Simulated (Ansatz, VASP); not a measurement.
# Cross-check of AlCo between VASP and Ansatz, part 2 of 2

Wanted: the spread between two codes on one cell, functional and k mesh. The cell is taken from a series of runs on this material, whose earlier steps may have relaxed, scaled, displaced or heated it; both programs get it as it stands.

VASP 6.6.1 and Ansatz 0.2.0.

So far: Set-up; VASP: elastic constants, PBEsol.

### Step 3. Ansatz: elastic constants, PBEsol

Level of this step: Ansatz beside VASP: Kohn-Sham DFT, plane waves, PBEsol (Ansatz).

Ansatz runs on its default PAW (the set named soft_2) files.

The same cell, functional, mesh and smearing now go to Ansatz, which takes its cutoff from its data sets.

The input, input.yaml:

```yaml
crystal:
  lattice:
    - [2.8224422293, 0.0, 0.0]
    - [0.0, 2.8224422293, 0.0]
    - [0.0, 0.0, 2.8224422293]
  atoms:
    - { symbol: Al, position: [0.0, 0.0, 0.0] }
    - { symbol: Co, position: [0.5, 0.5, 0.5] }
kpoints:
  mp_grid: { grid: [26, 26, 26] }
hamiltonian:
  xc: pbesol
scf:
  occupations: { method: methfessel_paxton, width: 0.25 }
output:
  forces: true
  stress: true
  eigenvalues: true
elastic:
  mode: relaxed_ion
  stencil: two_point
  amplitude: 0.01
```

Run with:

```sh
$ ansatz run input.yaml --threads 4 --pin off --max-ram 16384MiB --backend cpu --events-out ev --progress --plain --runs-dir out
```

Numbers of over 12 decimals in the logs are rounded to 6 here.

The program printed:

```text
Engine: ansatz 0.2.0, x86_64-unknown-linux-gnu
Pseudopotentials: kind: paw
Pseudopotential: Al, paw, valence charge 3, recommended cutoff 420 eV (normal), Al.paw.azcp
Pseudopotential: Co, paw, valence charge 17, recommended cutoff 420 eV (normal), Co.paw.azcp
Functional definition: PBEsol
  exchange = pbesol_x
  correlation = pbesol_c
Crystal: 2 atoms, lattice volume = 22.484 Å³
Basis set: ecut = 420 eV, 461 PW (Γ), exchange–correlation on 40×40×40 points (8 copies of the dense FFT grid, shifted against one another)
Bands: 14, of which v1, the nominal top of the filled ones, is band 10 counted from 1 (9 counted from 0)
Symmetry: 48 space group operations
Space group: Pm-3m (ITA 221), of the structure as read, at distance tolerance 2.8e-5 Å
k-points: 560 of 17576
Non-local potential: Al, projectors of the file, l = 0: 2, l = 1: 2, l = 2: 1
Non-local potential: Co, projectors of the file, l = 0: 3, l = 1: 2, l = 2: 3, l = 3: 1
PAW form: soft (Blöchl's): semilocal exchange-correlation on the pseudo side does not see the compensation charge
PAW frozen core: Al, regenerated for the run's functional, and the local potential with it (the file was generated under x = pbe(κ = 0.804, μ = 0.219515), c = pbe(β = 0.066725))
PAW frozen core: Co, regenerated for the run's functional, and the local potential with it (the file was generated under x = pbe(κ = 0.804, μ = 0.219515), c = pbe(β = 0.066725))
PAW one-centre angular grid: Al, 110 points (default); XC on 64 Gauss nodes
PAW one-centre angular grid: Co, 590 points (default); XC on 64 Gauss nodes
Initial density: superposition of atomic densities (neutral atoms: chi_scale 0, normalization atom), corrected by the library's trained network
Initial wavefunctions: pseudopotential atomic-orbital guess
Functional: x = pbesol(κ = 0.804, μ = 0.123457), c = pbesol(β = 0.046)
SCF iter   1: F=—  HF=-5618.784589 eV  |F-HF|=—  |Δ(HF+E_count)|=         —  Δρ=2.79e-2  dr2=1.07e-1  ethr=1.77e-3  ⟨swp⟩=4.1  Hψ=35653  notcnv=0
preconditioner: auto → none  [metal: Δε(μ)=0.011 eV  Ē_g=8.438 eV  σ=0.250 eV  W_gap=0.04  n_scr=6 (ndim 8)  ℏωp=27.1 eV  f_vac=0.000  D(μ)=0.86/eV (n_scr^D=6)  sad-step TF]
SCF iter   2: F=—  HF=-5618.774585 eV  |F-HF|=—  |Δ(HF+E_count)|=   1.00e-2  S|Δr|=    0.00e0  Δρ=1.22e-2  dr2=2.34e-2  ethr=5.36e-4  ⟨swp⟩=1.0  Hψ=12320  notcnv=0
SCF iter   3: F=—  HF=-5618.772060 eV  |F-HF|=—  |Δ(HF+E_count)|=   2.53e-3  S|Δr|=    0.00e0  Δρ=1.60e-3  dr2=4.18e-4  ethr=1.17e-4  ⟨swp⟩=1.0  Hψ=7860  notcnv=0
SCF iter   4: F=—  HF=-5618.772022 eV  |F-HF|=—  |Δ(HF+E_count)|=   3.79e-5  S|Δr|=    0.00e0  Δρ=2.08e-4  dr2=1.82e-6  ethr=2.09e-6  ⟨swp⟩=1.8  Hψ=8862  notcnv=0
SCF iter   5: F=—  HF=-5618.772031 eV  |F-HF|=—  |Δ(HF+E_count)|=   9.18e-6  S|Δr|=    0.00e0  Δρ=7.96e-6  dr2=3.49e-9  ethr=9.11e-9  ⟨swp⟩=2.2  Hψ=11776  notcnv=0
SCF iter   6: F=—  HF=-5618.772031 eV  |F-HF|=—  |Δ(HF+E_count)|=  4.15e-10  S|Δr|=    0.00e0  Δρ=9.70e-7  dr2=8.70e-11  ethr=1.74e-11  ⟨swp⟩=2.3  Hψ=13498  notcnv=0
SCF iter   7: F=—  HF=-5618.772031 eV  |F-HF|=—  |Δ(HF+E_count)|=  3.73e-11  S|Δr|=    0.00e0  Δρ=1.38e-7  dr2=3.46e-12  ethr=4.35e-13 (applied; sched 1.00e-12)  ⟨swp⟩=2.6  Hψ=11635  notcnv=0  defer=5
SCF iter   8: F=-5618.772031 eV  HF=-5618.772031 eV  |F-HF|=1.82e-12  |Δ(HF+E_count)|=  9.09e-13  S|Δr|=    0.00e0  Δρ=1.77e-8  dr2=2.79e-14  ethr=1.00e-12  ⟨swp⟩=3.3  Hψ=30793  notcnv=0
SCF 1 converged in 8 iterations: F = -5618.772031 eV  dr2 = 2.79e-14
  greatest PAW one-centre occupation: 1.001 electrons in one spin orbital (limit 2), on the Co atom at site 1 (counted from 0), in its partial waves of l = 1
Crystal: 2 atoms, lattice volume = 22.259 Å³
Symmetry: 16 space group operations
k-points: 1470 of 17576
Initial density: handed on by an earlier stage of this run
Initial wavefunctions: those handed on with the density
iter 1 solved again at ethr=4.35e-6 eV; its pass at ethr=3.10e-3 eV (dr2=8.69e-4 eV) is discarded
SCF iter   1: F=—  HF=-5618.769965 eV  |F-HF|=—  |Δ(HF+E_count)|=         —  Δρ=2.36e-3  dr2=7.82e-4  ethr=4.35e-6  ⟨swp⟩=1.7  Hψ=121063  notcnv=0
preconditioner: auto → none  [metal: Δε(μ)=0.003 eV  Ē_g=8.554 eV  σ=0.250 eV  W_gap=0.01  n_scr=6 (ndim 8)  ℏωp=27.3 eV  f_vac=0.000  D(μ)=0.86/eV (n_scr^D=6)]
[...]
SCF 2 converged in 8 iterations: F = -5618.769834 eV  dr2 = 6.21e-15
Crystal: 2 atoms, lattice volume = 22.709 Å³
[...]
preconditioner: auto → none  [metal: Δε(μ)=0.006 eV  Ē_g=8.403 eV  σ=0.250 eV  W_gap=0.02  n_scr=6 (ndim 8)  ℏωp=27.0 eV  f_vac=0.000  D(μ)=0.90/eV (n_scr^D=6)]
[...]
SCF 3 converged in 7 iterations: F = -5618.770019 eV  dr2 = 4.79e-14
Symmetry: 8 space group operations
k-points: 2562 of 17576
[...]
preconditioner: auto → none  [metal: Δε(μ)=0.002 eV  Ē_g=8.480 eV  σ=0.250 eV  W_gap=0.01  n_scr=6 (ndim 8)  ℏωp=27.1 eV  f_vac=0.000  D(μ)=0.88/eV (n_scr^D=6)]
[...]
SCF iter   6: F=—  HF=-5618.770958 eV  |F-HF|=—  |Δ(HF+E_count)|=  2.18e-11  S|Δr|=    0.00e0  Δρ=1.86e-7  dr2=3.22e-12  ethr=3.19e-13 (applied; sched 1.00e-12)  ⟨swp⟩=2.7  Hψ=61218  notcnv=0
SCF iter   7: F=-5618.770958 eV  HF=-5618.770958 eV  |F-HF|=1.82e-12  |Δ(HF+E_count)|=  9.09e-13  S|Δr|=    0.00e0  Δρ=2.43e-8  dr2=4.89e-14  ethr=1.00e-12  ⟨swp⟩=3.1  Hψ=142409  notcnv=0
SCF 4 converged in 7 iterations: F = -5618.770958 eV  dr2 = 4.89e-14
iter 1 solved again at ethr=5.56e-9 eV; its pass at ethr=3.10e-3 eV (dr2=1.11e-6 eV) is discarded
SCF iter   1: F=—  HF=-5618.770958 eV  |F-HF|=—  |Δ(HF+E_count)|=         —  Δρ=4.58e-4  dr2=1.09e-6  ethr=5.56e-9  ⟨swp⟩=2.1  Hψ=200602  notcnv=0
SCF iter   2: F=—  HF=-5618.770959 eV  |F-HF|=—  |Δ(HF+E_count)|=   1.25e-6  S|Δr|=    0.00e0  Δρ=2.29e-4  dr2=2.67e-7  ethr=5.47e-9  ⟨swp⟩=1.0  Hψ=35845  notcnv=0
SCF iter   3: F=—  HF=-5618.770958 eV  |F-HF|=—  |Δ(HF+E_count)|=   1.04e-6  S|Δr|=    0.00e0  Δρ=3.98e-6  dr2=8.34e-10  ethr=1.33e-9  ⟨swp⟩=1.0  Hψ=35845  notcnv=0
SCF iter   4: F=—  HF=-5618.770958 eV  |F-HF|=—  |Δ(HF+E_count)|=  6.09e-10  S|Δr|=    0.00e0  Δρ=1.18e-6  dr2=2.44e-10  ethr=4.17e-12  ⟨swp⟩=2.0  Hψ=61579  notcnv=0
SCF iter   5: F=—  HF=-5618.770958 eV  |F-HF|=—  |Δ(HF+E_count)|=  2.00e-11  S|Δr|=    0.00e0  Δρ=5.46e-7  dr2=4.42e-11  ethr=1.22e-12  ⟨swp⟩=1.0  Hψ=35848  notcnv=0
SCF iter   6: F=—  HF=-5618.770958 eV  |F-HF|=—  |Δ(HF+E_count)|=  7.28e-12  S|Δr|=    0.00e0  Δρ=3.48e-8  dr2=1.98e-13  ethr=2.21e-13 (applied; sched 1.00e-12)  ⟨swp⟩=1.1  Hψ=36445  notcnv=0
SCF iter   7: F=-5618.770958 eV  HF=-5618.770958 eV  |F-HF|=2.73e-12  |Δ(HF+E_count)|=  9.09e-13  S|Δr|=    0.00e0  Δρ=7.90e-9  dr2=3.49e-15  ethr=1.00e-12  ⟨swp⟩=4.1  Hψ=113577  notcnv=0
SCF 5 converged in 7 iterations: F = -5618.770958 eV  dr2 = 3.49e-15
SCF converged after 8 iterations
Stability not checked: this state was not tested for a lower state beside it, because cold or Methfessel-Paxton smearing, or corrected tetrahedra, fill the levels in a way that the test cannot read (fill_not_monotonic; see scf.lower_state_search)
Free energy (F): -5618.772031 eV
Harris-Foulkes:  -5618.772031 eV  (|F-HF|=1.82e-12)
Internal energy: -5618.774528 eV  (E = F + TS)
E sigma→0 (E₀):  -5618.772655 eV
Entropy (-TS):   0.002497 eV (1.249 meV/atom)
Fermi energy:    14.860537 eV
--- Per-component energies (eV) ---
  E_band       = -276.287975
  E_kinetic    = 484.953415
  E_local      = -3637.178829  (includes V_loc(G=0)·N_el)
  E_nonlocal   = 468.459329
  E_hartree    = 1570.315639
  E_xc         = -199.703349
  E_vxc        = -236.996042  (∫ρ·V_xc dr)
  E_paw        = -1940.329871  (= ΣΔE_a)
  E_vpaw       = -496.157198  (= ΣTr[D̂ρ^β])
  E_aug_tail   = 0.000085  (compensation charges beyond the density's cutoff)
  E_ewald      = -2365.498504
  E_core_change = 0.207558  (= ΣΔE_core)
  E_smearing   = 0.002497  (= −TS)
  E_closure    = -0.000000  (closes the sum)
  Σ components = -5618.772031   (vs F -5618.772031, Δ=0.00e0)
--- Forces (eV/Å), atoms counted from 1 ---
  atom   1  Al    -0.00000000    -0.00000000    -0.00000000
  atom   2  Co     0.00000000     0.00000000    -0.00000000
  max |Σ_I F_I| component: 8.72e-29 eV/Å
--- Stress (GPa, compression-positive) ---
       -0.000256       0.000000       0.000000
        0.000000      -0.000256       0.000000
        0.000000       0.000000      -0.000256
  P = ⅓ Tr σ = -0.0003 GPa (-0.003 kbar)
--- Band table (eV; the first three rows and the last of 560) ---
  k-point 0: bands = [... 6 lower, 11.7294, 14.0121, 14.0121, 14.0121, 20.9379, 20.9379, 20.9379, 23.7023]
  k-point 1: bands = [... 6 lower, 11.7376, 13.9957, 13.9957, 14.0138, 20.6113, 20.9783, 20.9783, 23.6975]
  k-point 2: bands = [... 6 lower, 11.7619, 13.9484, 13.9484, 14.0189, 19.8914, 21.0979, 21.0979, 23.6830]
  k-point 559: bands = [... 6 lower, 10.7825, 14.6433, 14.6433, 17.1878, 17.1878, 17.1878, 19.2577, 20.3970]
--- Elastic constants: 2 strain directions × 2 members + reference (group order 48) ---
  dense FFT box of the reference and of every strained cell: 20×20×20
  strains applied: 11, 23; error gains: componentwise 1.00 (the most a stress slope's error grows in a printed constant), spectral 1.73 (1 for all six strains in a standard setting)
  C = ∂σ_k/∂η_j (tension-positive GPa; Voigt order 11 22 33 23 13 12):
       300.408    140.502    140.502     -0.000     -0.000     -0.000
       140.502    300.408    140.502     -0.000     -0.000     -0.000
       140.502    140.502    300.408     -0.000     -0.000     -0.000
        -0.000      0.000     -0.000    152.797      0.000     -0.000
         0.000      0.000     -0.000      0.000    152.797      0.000
         0.000     -0.000      0.000      0.000      0.000    152.797
  reference stress σ⁰ (GPa):      0.000      0.000      0.000     -0.000     -0.000     -0.000
  C* (energy form; C + prestress term) asymmetry max|C*_kj − C*_jk| = 5.684e-14 GPa — a small one proves nothing (zero by symmetry where the batch's group is 432, −43m or m−3m); a large one is finite-difference/SCF noise where every solve meets its electron count
  moduli (Voigt/Reuss/Hill, GPa): K = 193.80/193.80/193.80   G = 123.66/111.99/117.82   E = 293.91   ν = 0.247
  mechanically stable: yes (min eigenvalue of sym C = 152.80 GPa)
  strain η (Voigt 11):  stress-route row diagonal C_11 = 300.41 GPa, energy-path curvature d²(F+E_count+ΔE)/dδ²/Ω₀ = 299.84 GPa
         δ    σ_11 (GPa)             F (eV)   n_scf  n_hpsi   n_pw
    -1.000e-2      -3.2069       -5618.7698342       8  387132    461   relax 0 steps, max|allowed force component| 6.31e-30 eV/Å
     1.000e-2       2.8013       -5618.7700193       7  325655    466   relax 0 steps, max|allowed force component| 3.94e-31 eV/Å
  strain η (Voigt 23):  stress-route row diagonal C_44 = 152.80 GPa, energy-path curvature d²(F+E_count+ΔE)/dδ²/Ω₀ = 152.93 GPa
         δ    σ_23 (GPa)             F (eV)   n_scf  n_hpsi   n_pw
    -1.000e-2      -1.5280       -5618.7709580       7  647691    461   relax 0 steps, max|allowed force component| 1.27e-29 eV/Å
     1.000e-2       1.5280       -5618.7709580       7  557315    461   relax 0 steps, max|allowed force component| 3.94e-31 eV/Å
```

### Step 4. Comparison

Known differences besides the potentials themselves: the data sets hold 20 valence electrons in Ansatz (on its default PAW (the set named soft_2) files) and 12 in VASP; the cutoff is 420 eV in Ansatz and 600 eV in VASP; Ansatz makes its cores anew for this functional, VASP keeps those of its PBE data sets; VASP takes each elastic constant from one size of strain, Ansatz from those that its log lists. Total energies have different zeros and are not compared.

Compared:

```tsv
quantity	Ansatz	VASP	difference
C11 (GPa)	300.4	301.6	-0.38 %
C22 (GPa)	300.4	301.6	-0.38 %
C33 (GPa)	300.4	301.6	-0.38 %
C12 (GPa)	140.5	140.1	+0.28 %
C13 (GPa)	140.5	140.1	+0.28 %
C23 (GPa)	140.5	140.1	+0.28 %
C44 (GPa)	152.8	152.4	+0.29 %
C55 (GPa)	152.8	152.4	+0.29 %
C66 (GPa)	152.8	152.4	+0.29 %
```

### Step 5. Results

```json
{"difference in C11 (elastic constants, PBEsol)": "-0.38 %"}
```

What this shows: The difference in C11 is -0.38 % (elastic constants, PBEsol), within the 5 % picked in this series as the mark of a large difference. The data sets hold unlike numbers of valence electrons (20 in Ansatz and 12 in VASP), so part of the differences comes from the potentials. Such differences can come from data sets, numerical settings and the points named under the comparisons, not from the functional's error against experiment.

[Lines on the potential files, build, host, timing and source positions are cut from VASP's logs without a mark.]

[Logs are printed without paths, hosts, clocks, repeated set-up lines and the standing remarks that a program may print on its own settings, such as how far it seeks lower states.]

[Hosts, paths, dates, database ids (printed as entryN), source tags and the programs' standing remarks are cut or masked in the printed files.]
